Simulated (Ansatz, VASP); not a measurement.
# Cross-check of Cu27O2 (Cu(111)) between VASP and Ansatz, part 2 of 2

Aim: how closely do two programs agree when they are given the same cell, functional and k mesh? The structure shown is the end of the VASP relaxation below.

VASP 6.6.1 and Ansatz 0.2.0.

So far: The starting structure; VASP: relaxation, PBE.

### 3. Ansatz: single point, PBE

Level of this step: Ansatz beside VASP: Kohn-Sham DFT, plane waves, PBE (Ansatz).

Ansatz runs on its default PAW (the set named soft_2) files.

The same cell, functional, mesh and smearing now go to Ansatz, which takes its cutoff from its data sets.

Contents of input.yaml:

```yaml
crystal:
  lattice:
    - [7.71305847, 0.0, 0.0]
    - [3.85652923, 6.67970457, 0.0]
    - [0.0, 0.0, 19.19845724]
  atoms:
    - { symbol: Cu, position: [0.11111111, 0.11111111, 0.39065639] }
    - { symbol: Cu, position: [0.44444444, 0.11111111, 0.39065639] }
    - { symbol: Cu, position: [0.77777778, 0.11111111, 0.39065639] }
    - { symbol: Cu, position: [0.11111111, 0.44444444, 0.39065639] }
    - { symbol: Cu, position: [0.44444444, 0.44444444, 0.39065639] }
    - { symbol: Cu, position: [0.77777778, 0.44444444, 0.39065639] }
    - { symbol: Cu, position: [0.11111111, 0.77777778, 0.39065639] }
    - { symbol: Cu, position: [0.44444444, 0.77777778, 0.39065639] }
    - { symbol: Cu, position: [0.77777778, 0.77777778, 0.39065639] }
    - { symbol: Cu, position: [0.88662746, 0.22335293, 0.49970408] }
    - { symbol: Cu, position: [0.22335293, 0.22335293, 0.49970408] }
    - { symbol: Cu, position: [0.55563411, 0.22206511, 0.49847507] }
    - { symbol: Cu, position: [0.89126277, 0.55080779, 0.49831088] }
    - { symbol: Cu, position: [0.22206511, 0.55563411, 0.49847507] }
    - { symbol: Cu, position: [0.55563411, 0.55563411, 0.49847507] }
    - { symbol: Cu, position: [0.89126277, 0.89126277, 0.49831088] }
    - { symbol: Cu, position: [0.22335293, 0.88662746, 0.49970408] }
    - { symbol: Cu, position: [0.55080779, 0.89126277, 0.49831088] }
    - { symbol: Cu, position: [0.99406476, 0.99406476, 0.60925894] }
    - { symbol: Cu, position: [0.34520381, 0.99406476, 0.60925894] }
    - { symbol: Cu, position: [0.66946375, 0.99440585, 0.60387691] }
    - { symbol: Cu, position: [0.99406476, 0.34520381, 0.60925894] }
    - { symbol: Cu, position: [0.33032228, 0.33032228, 0.60821127] }
    - { symbol: Cu, position: [0.67268877, 0.33032228, 0.60821127] }
    - { symbol: Cu, position: [0.99440585, 0.66946375, 0.60387691] }
    - { symbol: Cu, position: [0.33032228, 0.67268877, 0.60821127] }
    - { symbol: Cu, position: [0.66946375, 0.66946375, 0.60387691] }
    - { symbol: O, position: [0.11111111, 0.11111111, 0.66477899] }
    - { symbol: O, position: [0.44444444, 0.44444444, 0.66675834] }
hamiltonian:
  xc: pbe
  pseudopotentials: { kind: paw }
kpoints:
  mp_grid: { grid: [6, 6, 1] }
scf:
  occupations: { method: methfessel_paxton, width: 0.15 }
  n_extra_bands: 11
efield:
  axis: 3
  dipole_correction: true
  ramp_width: 0.04
output:
  forces: true
  eigenvalues: true
```

Started as:

```console
> ansatz run input.yaml --threads 8 --pin off --max-ram 18432MiB --backend cpu --events-out ev --progress --plain --runs-dir out
```

Numbers of over 12 decimals in the logs are rounded to 6 here.

What it wrote:

```text
scf.n_extra_bands = 11 over 263 filled bands (N_el = 525.0): the run solves 274 bands
Engine: ansatz 0.2.0, aarch64-unknown-linux-gnu
Pseudopotentials: kind: paw
Pseudopotential: Cu, paw, valence charge 19, recommended cutoff 420 eV (normal), Cu.paw.azcp
Pseudopotential: O, paw, valence charge 6, recommended cutoff 420 eV (normal), O.paw.azcp
Functional definition: PBE
  parameter kappa = 0.804
  parameter beta = 0.066725
  exchange = pbe_x(kappa = kappa, mu = beta*pi^2/3)
  correlation = pbe_c(beta = beta)
Crystal: 29 atoms, lattice volume = 989.123 Å³
Basis set: ecut = 420 eV, 19283 PW (Γ), exchange–correlation on 108×108×270 points (8 copies of the dense FFT grid, shifted against one another)
Bands: 274, of which v1, the nominal top of the filled ones, is band 263 counted from 1 (262 counted from 0)
Symmetry: 6 space group operations
Space group: P3m1 (ITA 156), of the structure as read, at distance tolerance 1.0e-4 Å
k-points: 7 of 36 (time reversal used)
Non-local potential: Cu, projectors of the file, l = 0: 3, l = 1: 2, l = 2: 3, l = 3: 1
Non-local potential: O, projectors of the file, l = 0: 2, l = 1: 2, l = 2: 1
PAW form: soft (Blöchl's): semilocal exchange-correlation on the pseudo side does not see the compensation charge
PAW one-centre angular grid: Cu, 590 points (default); XC on 64 Gauss nodes
PAW one-centre angular grid: O, 110 points (default); XC on 64 Gauss nodes
Initial density: superposition of atomic densities (neutral atoms: chi_scale 0, normalization atom), corrected by the library's trained network
Initial wavefunctions: pseudopotential atomic-orbital guess
Functional: x = pbe(κ = 0.804, μ = 0.219515), c = pbe(β = 0.066725)
SCF iter   1: F=—  HF=-180004.247984 eV  |F-HF|=—  |Δ(HF+E_count)|=         —  Δρ=5.36e-3  dr2=9.86e-1  ethr=1.77e-3  p=-0.332 e·Å  D=-6.07e-2 V/Å  ΔV_dip=1.17 eV  dr2_dipole=3.29e-1  V_vac-E_F(+/−)=5.82/4.66 eV  ⟨swp⟩=6.7  Hψ=8030  notcnv=0
efield: sawtooth ramp at fractional position 0.0087 (placed from the atoms, in the widest stretch of the axis that holds none; the zero of the levels goes with the place), width 0.0400; the density the first Hamiltonian is built on has a dipole p = -0.332 e·Å; the dipole correction subtracts the counter field D = -6.07e-2 V/Å, which shifts the + side's vacuum level by +1.17 eV against the − side's; the planar-averaged density in the ramp window peaks in size at 6.8e-5 e/Å³
preconditioner: auto → LDOS  [metal: Δε(μ)=0.035 eV  Ē_g=4.276 eV  σ=0.150 eV  W_gap=0.20  n_scr=212 (ndim 8)  ℏωp=20.8 eV  f_vac=0.612  D(μ)=12.34/eV (n_scr^D=50)  β→1.0]
SCF iter   2: F=—  HF=-180004.259570 eV  |F-HF|=—  |Δ(HF+E_count)|=   1.16e-2  S|Δr|=    0.00e0  Δρ=4.89e-3  dr2=1.97e-1  ethr=1.88e-4  p=-0.249 e·Å  D=-4.55e-2 V/Å  ΔV_dip=0.87 eV  dr2_dipole=9.06e-3  V_vac-E_F(+/−)=5.76/4.89 eV  ⟨swp⟩=2.0  Hψ=3373  notcnv=0
SCF iter   3: F=—  HF=-180004.238027 eV  |F-HF|=—  |Δ(HF+E_count)|=   2.15e-2  S|Δr|=    0.00e0  Δρ=2.26e-3  dr2=3.06e-2  ethr=3.76e-5  p=-0.266 e·Å  D=-4.87e-2 V/Å  ΔV_dip=0.94 eV  dr2_dipole=7.15e-4  V_vac-E_F(+/−)=5.73/4.79 eV  ⟨swp⟩=2.0  Hψ=2962  notcnv=0
SCF iter   4: F=—  HF=-180004.234294 eV  |F-HF|=—  |Δ(HF+E_count)|=   3.73e-3  S|Δr|=    0.00e0  Δρ=6.18e-4  dr2=4.25e-3  ethr=5.83e-6  p=-0.265 e·Å  D=-4.85e-2 V/Å  ΔV_dip=0.93 eV  dr2_dipole=7.12e-4  V_vac-E_F(+/−)=5.73/4.79 eV  ⟨swp⟩=2.7  Hψ=3506  notcnv=0
SCF iter   5: F=—  HF=-180004.234585 eV  |F-HF|=—  |Δ(HF+E_count)|=   2.91e-4  S|Δr|=    0.00e0  Δρ=2.86e-4  dr2=6.31e-4  ethr=8.09e-7  p=-0.263 e·Å  D=-4.81e-2 V/Å  ΔV_dip=0.92 eV  dr2_dipole=3.80e-5  V_vac-E_F(+/−)=5.72/4.80 eV  ⟨swp⟩=2.4  Hψ=3005  notcnv=0
SCF iter   6: F=—  HF=-180004.234783 eV  |F-HF|=—  |Δ(HF+E_count)|=   1.98e-4  S|Δr|=    0.00e0  Δρ=1.56e-4  dr2=2.11e-4  ethr=1.20e-7  p=-0.262 e·Å  D=-4.79e-2 V/Å  ΔV_dip=0.92 eV  dr2_dipole=1.19e-5  V_vac-E_F(+/−)=5.72/4.80 eV  ⟨swp⟩=2.3  Hψ=3061  notcnv=0
SCF iter   7: F=—  HF=-180004.234918 eV  |F-HF|=—  |Δ(HF+E_count)|=   1.35e-4  S|Δr|=    0.00e0  Δρ=6.94e-5  dr2=4.23e-5  ethr=4.02e-8  p=-0.262 e·Å  D=-4.79e-2 V/Å  ΔV_dip=0.92 eV  dr2_dipole=2.93e-6  V_vac-E_F(+/−)=5.72/4.80 eV  ⟨swp⟩=2.1  Hψ=2916  notcnv=0
SCF iter   8: F=—  HF=-180004.234900 eV  |F-HF|=—  |Δ(HF+E_count)|=   1.78e-5  S|Δr|=    0.00e0  Δρ=2.38e-5  dr2=7.57e-6  ethr=8.06e-9  p=-0.262 e·Å  D=-4.79e-2 V/Å  ΔV_dip=0.92 eV  dr2_dipole=2.44e-7  V_vac-E_F(+/−)=5.72/4.80 eV  ⟨swp⟩=2.0  Hψ=2886  notcnv=0
SCF iter   9: F=—  HF=-180004.234909 eV  |F-HF|=—  |Δ(HF+E_count)|=   8.39e-6  S|Δr|=    0.00e0  Δρ=1.10e-5  dr2=9.80e-7  ethr=1.44e-9  p=-0.262 e·Å  D=-4.79e-2 V/Å  ΔV_dip=0.92 eV  dr2_dipole=4.19e-8  V_vac-E_F(+/−)=5.72/4.80 eV  ⟨swp⟩=2.0  Hψ=2995  notcnv=0
SCF iter  10: F=—  HF=-180004.234910 eV  |F-HF|=—  |Δ(HF+E_count)|=   1.50e-6  S|Δr|=    0.00e0  Δρ=4.42e-6  dr2=1.69e-7  ethr=1.87e-10  p=-0.262 e·Å  D=-4.79e-2 V/Å  ΔV_dip=0.92 eV  dr2_dipole=2.23e-8  V_vac-E_F(+/−)=5.72/4.80 eV  ⟨swp⟩=2.0  Hψ=2925  notcnv=0
SCF iter  11: F=-180004.234912 eV  HF=-180004.234911 eV  |F-HF|=5.40e-7  |Δ(HF+E_count)|=   1.38e-6  S|Δr|=    0.00e0  Δρ=2.05e-6  dr2=5.18e-8  ethr=1.90e-11  p=-0.262 e·Å  D=-4.79e-2 V/Å  ΔV_dip=0.92 eV  dr2_dipole=7.11e-9  V_vac-E_F(+/−)=5.72/4.80 eV  ⟨swp⟩=9.7  Hψ=8108  notcnv=0
SCF 1 converged in 11 iterations: F = -180004.234912 eV  dr2 = 5.18e-8
  greatest PAW one-centre occupation: 1.000 electrons in one spin orbital (limit 2), on the Cu atom at site 24 (counted from 0), in its partial waves of l = 0
SCF converged after 11 iterations
Stability not checked: this state was not tested for a lower state beside it, because cold or Methfessel-Paxton smearing, or corrected tetrahedra, fill the levels in a way that the test cannot read (fill_not_monotonic; see scf.lower_state_search)
Free energy (F): -180004.234912 eV
Harris-Foulkes:  -180004.234911 eV  (|F-HF|=5.40e-7)
Internal energy: -180004.227146 eV  (E = F + TS)
E sigma→0 (E₀):  -180004.232971 eV
Entropy (-TS):   -0.007766 eV (-0.268 meV/atom)
Fermi energy:    2.056597 eV
Dipole field:    D = -0.047849 V/Å  (p = -0.261556 e·Å, saw-weighted, corrected)
Work function:   Φ+ = 5.7219 eV   Φ− = 4.8033 eV
Levels:          The Fermi level and band energies are counted from a zero that moves with the ramp; work functions are not
--- Per-component energies (eV) ---
  E_band       = -17223.491375
  E_kinetic    = 8428.920627
  E_local      = -829369.212625  (includes V_loc(G=0)·N_el)
  E_nonlocal   = 10657.422772
  E_hartree    = 404338.889779
  E_xc         = -2544.494140
  E_vxc        = -3279.480395  (∫ρ·V_xc dr)
  E_paw        = -45243.401967  (= ΣΔE_a)
  E_vpaw       = -12326.336872  (= ΣTr[D̂ρ^β])
  E_aug_tail   = 0.012177  (compensation charges beyond the density's cutoff)
  E_efield     = 0.006258  (sawtooth field / dipole correction)
  E_vefield    = -12.538950  (∫n·V_field dr)
  E_ewald      = 273727.629973
  E_smearing   = -0.007766  (= −TS)
  E_closure    = -0.000000  (closes the sum)
  Σ components = -180004.234912   (vs F -180004.234912, Δ=0.00e0)
--- Forces (eV/Å), atoms counted from 1 ---
  atom   1  Cu     0.00000000    -0.00000000     0.10449736
  atom   2  Cu    -0.02542075     0.00979367    -0.01329246
  atom   3  Cu     0.02542075     0.00979367    -0.01329246
  atom   4  Cu    -0.00422881    -0.02691185    -0.01329246
  atom   5  Cu     0.00000000     0.00000000    -0.09339250
  atom   6  Cu     0.00422881    -0.02691185    -0.01329246
  atom   7  Cu     0.02119194     0.01711818    -0.01329246
  atom   8  Cu    -0.02119194     0.01711818    -0.01329246
  atom   9  Cu     0.00000000    -0.00000000     0.11774943
  atom  10  Cu    -0.00922575     0.00532649     0.00002224
  atom  11  Cu     0.00922575     0.00532649     0.00002224
  atom  12  Cu     0.00000000    -0.00365531    -0.00106007
  atom  13  Cu     0.00000000    -0.02255655     0.00749072
  atom  14  Cu    -0.00316559     0.00182765    -0.00106007
  atom  15  Cu     0.00316559     0.00182765    -0.00106007
  atom  16  Cu     0.01953455     0.01127828     0.00749072
  atom  17  Cu     0.00000000    -0.01065298     0.00002224
  atom  18  Cu    -0.01953455     0.01127828     0.00749072
  atom  19  Cu     0.05926946     0.03421924     0.03481572
  atom  20  Cu    -0.05926946     0.03421924     0.03481572
  atom  21  Cu    -0.00000000     0.00963923    -0.01692662
  atom  22  Cu     0.00000000    -0.06843848     0.03481572
  atom  23  Cu     0.05205229     0.03005241     0.03225762
  atom  24  Cu    -0.05205229     0.03005241     0.03225762
  atom  25  Cu     0.00834782    -0.00481962    -0.01692662
  atom  26  Cu     0.00000000    -0.06010481     0.03225762
  atom  27  Cu    -0.00834782    -0.00481962    -0.01692662
  atom  28  O      0.00000000     0.00000000    -0.11808927
  atom  29  O     -0.00000000     0.00000000    -0.10094808
  max |Σ_I F_I| component: 1.39e-4 eV/Å
--- Band table (eV; the first three rows and the last of 7) ---
  k-point 0: bands = [... 259 lower, 0.8876, 1.4040, 1.4040, 1.6671, 1.6671, 2.1178, 2.5812, 2.7517, ... 7 higher]
  k-point 1: bands = [... 259 lower, 1.1269, 1.3991, 1.4096, 1.7423, 1.8173, 2.2601, 2.7127, 2.8431, ... 7 higher]
  k-point 2: bands = [... 259 lower, 1.4321, 1.5192, 1.7047, 1.9446, 2.3364, 2.6007, 2.7567, 2.9894, ... 7 higher]
  k-point 6: bands = [... 259 lower, 1.5760, 1.9615, 2.2004, 2.3483, 2.6214, 2.6739, 2.6944, 2.8333, ... 7 higher]
```

It took 76 s on 8 threads of Arm Neoverse N1, shared host; peak memory 7.6 GiB.

Reading the cycles: dr2 is the Hartree energy of the density residual (eV), the measure of convergence; HF is the Harris–Foulkes estimate of the energy, which meets the free energy F at convergence.

### 4. Side by side

Known differences besides the potentials themselves: the data sets hold 525 valence electrons in Ansatz (default PAW (the set named soft_2) files) and 309 in VASP; the cutoff is 420 eV in Ansatz and 440 eV in VASP (PREC = Normal, projectors in real space). Total energies have different zeros and are not compared.

Forces on 8 of the 29 atoms, those with the largest forces and the largest differences (eV/Å; atoms numbered as in POSCAR):

| atom | Ansatz x, y, z | VASP x, y, z |
| --- | --- | --- |
| Cu1 | 0.000, 0.000, 0.104 | 0.000, 0.000, 0.095 |
| Cu5 | 0.000, 0.000, -0.093 | 0.000, 0.000, -0.102 |
| Cu9 | 0.000, 0.000, 0.118 | 0.000, 0.000, 0.103 |
| Cu20 | -0.059, 0.034, 0.035 | -0.011, 0.007, 0.006 |
| Cu22 | 0.000, -0.068, 0.035 | 0.000, -0.013, 0.006 |
| Cu23 | 0.052, 0.030, 0.032 | -0.002, -0.001, 0.003 |
| O28 | 0.000, 0.000, -0.118 | 0.000, 0.000, 0.007 |
| O29 | 0.000, 0.000, -0.101 | 0.000, 0.000, 0.023 |

The forces differ by 26 meV/Å r.m.s., which is 119.7 % of the r.m.s. force of 0.02 eV/Å (both taken over all components, held atoms included).

### 5. Results

```
r.m.s. force difference (single point, PBE) : 26 meV/Å
```

**Reading.** The r.m.s. force difference is 26 meV/Å (single point, PBE), beyond the 12 meV/Å picked in this series as the mark of a large difference. What causes the difference of the single point, PBE pair stays open here. 2 further runs of this series are not shown here. Such differences can come from data sets, numerical settings and the points named under the comparisons, not from the functional's error against experiment.

[Lines on the potential files, build, host, timing and source positions are cut from VASP's logs without a mark.]

[Logs are printed without paths, hosts, clocks, repeated set-up lines and the standing remarks that a program may print on its own settings, such as how far it seeks lower states.]

[Hosts, paths, dates, database ids (printed as entryN), source tags and the programs' standing remarks are cut or masked in the printed files.]
